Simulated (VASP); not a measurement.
Level of theory: LDA (Ceperley-Alder, Perdew-Zunger), VASP's LDA PAW potentials (set 64) (plane waves; VASP 6.6.1).

A VASP calculation is set up with these files.

INCAR:
```
SYSTEM = HfN
PREC = Accurate
ENCUT = 620
EDIFF = 1E-6
NELM = 100
ALGO = Normal
LREAL = .FALSE.
LASPH = .TRUE.
ISMEAR = 1
SIGMA = 0.1
LMAXMIX = 6
LWAVE = .FALSE.
LCHARG = .FALSE.
IBRION = 2
ISIF = 3
NSW = 40
EDIFFG = -0.02
PSTRESS = 450
```

POSCAR:
```
HfN
1
    0.0000000000     2.1478208431     2.1478208431
    2.1478208431    -0.0000000000     2.1478208431
    2.1478208431     2.1478208431    -0.0000000000
Hf N
1 1
Direct
  0.0000000000   0.0000000000   1.0000000000
  0.5000000000   0.5000000000   0.5000000000
```

**KPOINTS**
```
Automatic mesh
0
Gamma
15 15 15
0 0 0
```

POTCAR, in this order: Hf_pv N (LDA.64 set). Program: vasp_std.

What VASP printed:

**OSZICAR**
```
       N       E                     dE             d eps       ncg     rms          rms(c)
DAV:   1     0.432645650677E+02    0.43265E+02   -0.92613E+03  2640   0.150E+03
DAV:   2    -0.246256991858E+02   -0.67890E+02   -0.64366E+02  3507   0.273E+02
DAV:   3    -0.266003463950E+02   -0.19746E+01   -0.19631E+01  3290   0.390E+01
DAV:   4    -0.266131469702E+02   -0.12801E-01   -0.12789E-01  3110   0.331E+00
DAV:   5    -0.266133121542E+02   -0.16518E-03   -0.16506E-03  3293   0.273E-01    0.685E+01
DAV:   6    -0.236433313220E+02    0.29700E+01   -0.14854E+01  2988   0.295E+01    0.549E+01
DAV:   7    -0.235867341390E+02    0.56597E-01   -0.60472E-01  3030   0.668E+00    0.290E+01
DAV:   8    -0.235692212134E+02    0.17513E-01   -0.44021E-02  3045   0.215E+00    0.384E+00
DAV:   9    -0.235662122331E+02    0.30090E-02   -0.22392E-02  2997   0.107E+00    0.160E+00
DAV:  10    -0.235658074976E+02    0.40474E-03   -0.27572E-03  2976   0.445E-01    0.849E-02
DAV:  11    -0.235657946856E+02    0.12812E-04   -0.91782E-05  3117   0.992E-02    0.468E-02
DAV:  12    -0.235657939590E+02    0.72656E-06   -0.10615E-05  3018   0.321E-02    0.335E-02
DAV:  13    -0.235657938128E+02    0.14620E-06   -0.54673E-07  1608   0.806E-03
   1 F= -.18000013E+02 E0= -.18000101E+02  d E =-.180000E+02
```

### OUTCAR
```
------------------------ aborting loop because EDIFF is reached ----------------------------------------
  FORCE on cell =-STRESS in cart. coord.  units (eV):
  Direction    XX          YY          ZZ          XY          YZ          ZX
  --------------------------------------------------------------------------------------
  Total        5.5483908      5.5483908      5.5483908      0.0000000      0.0000000      0.0000000
  in kB      448.5940079    448.5940079    448.5940079      0.0000000      0.0000000      0.0000000
  external PRESSURE =      -1.4059921 kB  Pullay stress =     450.0000000 kB
  volume of cell :       19.82
      direct lattice vectors                 reciprocal lattice vectors
     0.000000000  2.147820843  2.147820843    -0.232794091  0.232794091  0.232794091
     2.147820843  0.000000000  2.147820843     0.232794091 -0.232794091  0.232794091
     2.147820843  2.147820843  0.000000000     0.232794091  0.232794091 -0.232794091
 POSITION                                       TOTAL-FORCE (eV/Angst)
 -----------------------------------------------------------------------------------
      0.00000      0.00000      0.00000         0.000000      0.000000     -0.000000
      2.14782      2.14782      2.14782         0.000000      0.000000      0.000000
 -----------------------------------------------------------------------------------
    total drift:                                0.000000      0.000000      0.000000
  FREE ENERGIE OF THE ION-ELECTRON SYSTEM (eV)
  ---------------------------------------------------
  free  energy   TOTEN  =       -23.5657938128 eV

  energy  without entropy=      -23.5660586128  energy(sigma->0) =      -23.56588208
  enthalpy is  TOTEN    =       -18.0000131857 eV   P V=        5.5657806271

 reached required accuracy - stopping structural energy minimisation
```
(Selected blocks of OUTCAR.)

The compound is HfN in the rock salt structure. It was relaxed first under an external pressure of 45 GPa. The electron count is odd and the run is not spin-polarised, which forces a metal.
